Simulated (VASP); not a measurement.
An input for Quantum ESPRESSO's pw.x (written as the equivalent of a VASP run, and not itself run):

```
&CONTROL
  calculation = 'scf'
  pseudo_dir = './pseudo'
  outdir = './out'
  tprnfor = .true.
  tstress = .true.
/
&SYSTEM
  ibrav = 0
  nat = 6
  ntyp = 2
  ecutwfc = 80
  occupations = 'tetrahedra'
  input_dft = 'pz'
/
&ELECTRONS
  conv_thr = 7.3e-09
  electron_maxstep = 100
/
ATOMIC_SPECIES
  Mo 95.950 Mo.upf
  S 32.060 S.upf
CELL_PARAMETERS angstrom
     1.5618516   -2.7052060    0.0000000
     1.5618516    2.7052060    0.0000000
     0.0000000    0.0000000   12.0690374
ATOMIC_POSITIONS crystal
  Mo   0.3333330  0.6666670  0.2500000
  Mo   0.6666670  0.3333330  0.7500000
  S    0.3333330  0.6666670  0.8787595
  S    0.6666670  0.3333330  0.3787595
  S    0.6666670  0.3333330  0.1212405
  S    0.3333330  0.6666670  0.6212405
K_POINTS automatic
  11 11 3 0 0 0
```

**Question.** Translate this input to VASP (INCAR, KPOINTS, POSCAR, choice of POTCAR).

**Answer.** Several could match; the one computed here: 
**INCAR**
```
LCHARG  =  .TRUE.
LASPH  =  .TRUE.
LMAXMIX  =  4   ! l cut-off of mixed one-centre charges
LWAVE  =  .FALSE.
NEDOS  =  601   ! DOS grid
PREC  =  Accurate
ISIF  =  2
ALGO  =  Normal
LORBIT  =  11
ISMEAR  =  -5   ! tetrahedra, Bloechl
ENCUT  =  520
LREAL  =  .FALSE.
NELM  =  100   ! most electronic steps
SYSTEM  =  MoS2
EDIFF  =  1E-7
```

KPOINTS:
```
Automatic mesh
0
Gamma
11 11 3
0 0 0
```

### POSCAR
```
MoS2
1
    1.5618515814    -2.7052060265     0.0000000000
    1.5618515814     2.7052060265     0.0000000000
    0.0000000000     0.0000000000    12.0690373739
Mo S
2 4
Direct
  0.3333330000   0.6666670000   0.2500000000
  0.6666670000   0.3333330000   0.7500000000
  0.3333330000   0.6666670000   0.8787595408
  0.6666670000   0.3333330000   0.3787595408
  0.6666670000   0.3333330000   0.1212404592
  0.3333330000   0.6666670000   0.6212404592
```

POTCAR, in this order: Mo_sv S (LDA.64 set). Program: vasp_std.

The two are equivalent in intent, not identical: the potentials are each code's own (VASP's PAW set, PseudoDojo norm-conserving files in pw.x), so ENCUT and ecutwfc are chosen apart and not converted; conv_thr bounds pw.x's estimated SCF error, while EDIFF bounds the energy change between steps.

The compound is MoS2 in the 2H layered structure. It was relaxed first.
